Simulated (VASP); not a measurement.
**How SCF solver and PAW data sets change a VASP run on CdTe**

A convergence test on CdTe: the SCF solver and PAW data sets. The atoms are off their equilibrium sites, so that forces can be compared too. The series runs use r2SCAN. The SCF solver tried: ALGO = Normal; ALGO = Fast; ALGO = VeryFast; ALGO = All; ALGO = Damped; AMIX = 0.1, BMIX = 0.01; AMIX = 0.8; IMIX = 1, AMIX = 0.2. The PAW data sets tried: minimal 64: Cd Te; recommended 54: Cd Te; gw 64: Cd_sv_GW Te_GW. The atoms of the start are displaced at random from the sites of a F-43m cell.

Calculated with VASP 6.6.1; r2SCAN; plane waves and PAW (Cd, Te), in the first sound run; inputs show where later runs differ.

Report form: the programs' logs are mostly left out.

## Step 1: Starting point

It takes space group P1 (No. 1, triclinic). Conventional cell: a = 4.582 Å, b = 4.582 Å, c = 4.582 Å, α = 60.00°, β = 60.00°, γ = 60.00°. Nearest to Cd lie 4 Te at 2.79 to 2.82 Å. Nearest to Te lie 4 Cd at 2.79 to 2.82 Å. Farther neighbours and most contacts between anions are not listed.

Structure file:

```cif
data_structure
_symmetry_space_group_name_H-M 'P 1'
_symmetry_Int_Tables_number 1
_cell_length_a 4.5821
_cell_length_b 4.5821
_cell_length_c 4.5821
_cell_angle_alpha 60.000
_cell_angle_beta 60.000
_cell_angle_gamma 60.000
_cell_volume 68.02
loop_
_atom_site_label
_atom_site_type_symbol
_atom_site_fract_x
_atom_site_fract_y
_atom_site_fract_z
_atom_site_occupancy
Cd1 Cd 0.01629 0.99689 0.99089 1
Te2 Te 0.26741 0.25040 0.23976 1
```

## Step 2: SCF solver: ALGO = Normal

All solvers should reach one answer; they differ in cycles and robustness. r2SCAN adds the kinetic-energy density, costs more than a GGA and is run with LASPH.

Contents of INCAR:

```
SYSTEM = CdTe
PREC = Accurate
ENCUT = 400
EDIFF = 1E-06
NELM = 100
ISMEAR = -1
SIGMA = 0.05
LREAL = .FALSE.
ALGO = Normal
METAGGA = R2SCAN
LASPH = .TRUE.
NBANDS = 15
LORBIT = 11
LWAVE = .FALSE.
LCHARG = .FALSE.
KPAR = 2
ISIF = 2
```

Contents of POSCAR:

```
CdTe
1.0
    0.0000000000      3.2400000000      3.2400000000
    3.2400000000      0.0000000000      3.2400000000
    3.2400000000      3.2400000000      0.0000000000
Cd Te
1 1
Direct
    0.0162910000     -0.0031100000     -0.0091070000
    0.2674050000      0.2504050000      0.2397570000
```

Contents of KPOINTS:

```
Automatic mesh
0
Gamma
6 6 6
0 0 0
```

PAW data sets: Cd and Te (PBE family, release 64).

Launch:

```sh
$ mpirun -np 2 vasp_std
```

Elapsed: 80 s, on 2 MPI ranks of Intel Xeon 6975P-C (Granite Rapids), shared host; peak memory 0.42 GiB.

The gap is read on the k-mesh alone, so it is an upper bound where the band edges lie off the mesh. Spin-orbit coupling is off here; with elements this heavy it splits and shifts levels by tenths of an eV or more. The PAW data sets were made with PBE, which is usual practice but a small mismatch for other functionals.

Numbers from this step:

```yaml
scf_cycles: 14
electrons: 18
bands: 15
irreducible_k_points: 112
symmetry_operations: 1
free_energy_toten: -46.62 eV
fermi_energy: 2.773 eV
pressure: 1.368 GPa
metallic: no
valence_top_at_k: 0, 0, 0
conduction_bottom_at_k: 0, 0, 0
least_direct_gap_at_k: 0, 0, 0
gap_on_the_k_mesh: 1.260 eV
least_direct_gap_on_the_k_mesh: 1.260 eV
```

The series starts at -23.3124 eV an atom and 1.37 GPa, after 14 cycles in 80 s.

## Step 3: SCF solver: ALGO = Fast

INCAR: that of step 2 with these lines changed.

```diff
@@ -8,3 +8,3 @@
 LREAL = .FALSE.
-ALGO = Normal
+ALGO = Fast
 METAGGA = R2SCAN
```

POSCAR is that of step 2.

KPOINTS is that of step 2.

Launch:

```sh
$ mpirun -np 2 vasp_std
```

It took 1.8 min on 2 MPI ranks; peak memory 0.43 GiB; 3.3 min of CPU time.

Against the first of the series the energy stays within 0.01 meV an atom; the pressure moves by +0.01 GPa, after 14 cycles in 1.8 min.

## Step 4: SCF solver: ALGO = VeryFast

INCAR: that of step 3 with these lines changed.

```diff
@@ -8,3 +8,3 @@
 LREAL = .FALSE.
-ALGO = Fast
+ALGO = VeryFast
 METAGGA = R2SCAN
```

POSCAR is that of step 3.

KPOINTS is that of step 3.

Launch:

```sh
$ mpirun -np 2 vasp_std
```

Wall time 2.9 min (2 MPI ranks); peak memory 0.43 GiB.

Against the first of the series the energy stays within 0.01 meV an atom; the pressure moves by +0.01 GPa, after 20 cycles in 2.9 min.

## Step 5: SCF solver: ALGO = All

INCAR: that of step 4 with these lines changed.

```diff
@@ -8,3 +8,3 @@
 LREAL = .FALSE.
-ALGO = VeryFast
+ALGO = All
 METAGGA = R2SCAN
```

POSCAR is that of step 4.

KPOINTS is that of step 4.

Launch:

```sh
$ mpirun -np 2 vasp_std
```

The job ended after 99 s (2 MPI ranks; peak memory 0.55 GiB).

Against the first of the series the energy stays within 0.01 meV an atom; the pressure moves by +0.03 GPa, after 14 cycles in 99 s.

## Step 6: SCF solver: ALGO = Damped

INCAR: that of step 5 with these lines changed.

```diff
@@ -8,3 +8,3 @@
 LREAL = .FALSE.
-ALGO = All
+ALGO = Damped
 METAGGA = R2SCAN
```

POSCAR is that of step 5.

KPOINTS is that of step 5.

Launch:

```sh
$ mpirun -np 2 vasp_std
```

The job ended after 1.9 min (2 MPI ranks; peak memory 0.56 GiB; 3.4 min of CPU time).

Against the first of the series the energy stays within 0.01 meV an atom; the pressure moves by -0.01 GPa, after 20 cycles in 1.9 min.

## Step 7: SCF solver: AMIX = 0.1, BMIX = 0.01

INCAR: that of step 6 with these lines changed.

```diff
@@ -8,3 +8,3 @@
 LREAL = .FALSE.
-ALGO = Damped
+ALGO = Normal
 METAGGA = R2SCAN
@@ -17 +17,3 @@
 ISIF = 2
+AMIX = 0.1
+BMIX = 0.01
```

POSCAR is that of step 6.

KPOINTS is that of step 6.

Launch:

```sh
$ mpirun -np 2 vasp_std
```

Run time: 1.7 min. Hardware: 2 MPI ranks; peak memory 0.43 GiB.

Against the first of the series the energy stays within 0.01 meV an atom; the pressure moves by +0.06 GPa, after 16 cycles in 1.7 min.

## Step 8: SCF solver: AMIX = 0.8

INCAR: that of step 7 with these lines changed.

```diff
@@ -17,3 +17,2 @@
 ISIF = 2
-AMIX = 0.1
-BMIX = 0.01
+AMIX = 0.8
```

POSCAR is that of step 7.

KPOINTS is that of step 7.

Launch:

```sh
$ mpirun -np 2 vasp_std
```

Wall time 88 s (2 MPI ranks); peak memory 0.42 GiB; 2.8 min of CPU time.

Against the first of the series the energy stays within 0.01 meV an atom; the pressure moves by +0.01 GPa, after 13 cycles in 88 s.

## Step 9: SCF solver: IMIX = 1, AMIX = 0.2

INCAR: that of step 8 with these lines changed.

```diff
@@ -17,2 +17,3 @@
 ISIF = 2
-AMIX = 0.8
+IMIX = 1
+AMIX = 0.2
```

POSCAR is that of step 8.

KPOINTS is that of step 8.

Launch:

```sh
$ mpirun -np 2 vasp_std
```

Elapsed: 3 min, on 2 MPI ranks; peak memory 0.42 GiB.

Against the first of the series the energy stays within 0.01 meV an atom; the pressure moves by +0.03 GPa, after 33 cycles in 3 min.

## Step 10: The SCF solver series as a table

This step: convergence of r2SCAN results with the solver; plane waves and PAW (VASP 6.6.1).

No new run; the numbers come from the runs before.

Differences are taken from the run with ALGO = Normal. Results of the series, by row:

```
                setting     status  energy less the reference (meV/atom)  pressure (GPa)  largest force difference (meV/Å)  gap (eV)  SCF cycles  wall time (s)
          ALGO = Normal  converged                                     0           1.368                                 0      1.26          14             80
            ALGO = Fast  converged                              -5.00e-5           1.376                              0.03      1.26          14            110
        ALGO = VeryFast  converged                                     0           1.374                             0.032      1.26          20          174.1
             ALGO = All  converged                               2.60e-4           1.394                             0.035      1.26          14             99
          ALGO = Damped  converged                               6.50e-4           1.357                             0.025     1.259          20            115
AMIX = 0.1, BMIX = 0.01  converged                              -4.00e-5           1.432                             0.084     1.259          16            100
             AMIX = 0.8  converged                               1.90e-4           1.381                             0.004      1.26          13             88
   IMIX = 1, AMIX = 0.2  converged                               7.55e-4           1.395                             0.027     1.259          33            178
```

## Step 11: PAW data sets: minimal 64: Cd Te

This step: r2SCAN; plane waves and PAW (Cd, Te) (VASP 6.6.1).

Data sets differ in which electrons are valence and how hard the partial waves are.

INCAR: that of step 9 with these lines changed.

```diff
@@ -17,3 +17 @@
 ISIF = 2
-IMIX = 1
-AMIX = 0.2
```

POSCAR is that of step 9.

KPOINTS is that of step 9.

Launch:

```sh
$ mpirun -np 2 vasp_std
```

The job ended after 77 s (2 MPI ranks; peak memory 0.42 GiB; 2.5 min of CPU time).

This step gave:

```
SCF cycles                     : 14
pressure                       : 1.368 GPa
gap on the k-mesh              : 1.260 eV
least direct gap on the k-mesh : 1.260 eV
```

The series starts at -23.3124 eV an atom and 1.37 GPa, after 14 cycles in 77 s.

## Step 12: PAW data sets: recommended 54: Cd Te

INCAR is that of step 11.

POSCAR is that of step 11.

KPOINTS is that of step 11.

Potentials, in the order of the species: Cd and Te (PBE family, release 54).

Launch:

```sh
$ mpirun -np 2 vasp_std
```

It took 75 s on 2 MPI ranks; peak memory 0.43 GiB.

With 18 valence electrons the pressure is 1.37 GPa, +0.00 GPa from the first of the series, after 14 cycles in 75 s.

## Step 13: PAW data sets: GW 64: Cd sv GW Te GW

This step: r2SCAN; plane waves and PAW (Cd_sv_GW, Te_GW) (VASP 6.6.1).

INCAR: that of step 12 with these lines changed.

```diff
@@ -2,3 +2,3 @@
 PREC = Accurate
-ENCUT = 400
+ENCUT = 480
 EDIFF = 1E-06
@@ -11,3 +11,3 @@
 LASPH = .TRUE.
-NBANDS = 15
+NBANDS = 19
 LORBIT = 11
```

POSCAR is that of step 12.

KPOINTS is that of step 12.

Potentials, in the order of the species: Cd_sv_GW and Te_GW (PBE family, release 64).

Launch:

```sh
$ mpirun -np 2 vasp_std
```

Elapsed: 2.2 min, on 2 MPI ranks; peak memory 0.66 GiB; 4.3 min of CPU time.

With 26 valence electrons the pressure is 0.37 GPa, -1.00 GPa from the first of the series, after 15 cycles in 2.2 min.

## Step 14: The PAW data sets series as a table

This step: convergence of r2SCAN results with the datasets; plane waves and PAW (VASP 6.6.1).

Derived from the runs above.

Differences are taken from the run with minimal 64: Cd Te. Results of the series, by row:

```
                      setting     status  pressure (GPa)  largest force difference (meV/Å)  gap (eV)  SCF cycles  wall time (s)
    minimal 64: Cd Te, 400 eV  converged           1.368                                 0      1.26          14             77
recommended 54: Cd Te, 400 eV  converged           1.368                                 0      1.26          14             75
gw 64: Cd_sv_GW Te_GW, 480 eV  converged          0.3678                             1.604      1.26          15            130
```

## Step 15: Summary of results

```
fewest SCF cycles                             : AMIX = 0.8 (13)
most SCF cycles among converged runs          : IMIX = 1, AMIX = 0.2 (33)
spread of the pressure over the SCF solver    : 0.0750 GPa
spread of the energy over the SCF solver      : 8.1e-4 meV/atom
spread of the pressure over the PAW data sets : 1.00 GPa
```

What this shows: All SCF solvers that converged agree within 0.05 meV an atom. No setting beats the 80 s of ALGO = Normal by a fifth or more; the slowest converged run is IMIX = 1, AMIX = 0.2, at 3 min. On a shared host such times are rough. Yet the pressure of AMIX = 0.1, BMIX = 0.01 is +0.06 GPa off: EDIFF tests the energy, which is second order in the error of the density, while the stress is first order. The choice of data set moves the pressure between 0.37 GPa (gw 64: Cd_sv_GW Te_GW) and 1.37 GPa (minimal 64: Cd Te); the cutoffs differ too (400 and 480 eV). Data sets differ in their zero of energy, so energies are not compared.

[Lines on the potential files, build, host, timing and source positions are cut from VASP's logs without a mark.]

[Logs are printed without paths, hosts, clocks, repeated set-up lines and the standing remarks that a program may print on its own settings, such as how far it seeks lower states.]

[Hosts, paths, dates, database ids (printed as entryN), source tags and the programs' standing remarks are cut or masked in the printed files.]

[A measured line is paired with the nearest computed mode of its activity, which favours agreement.]
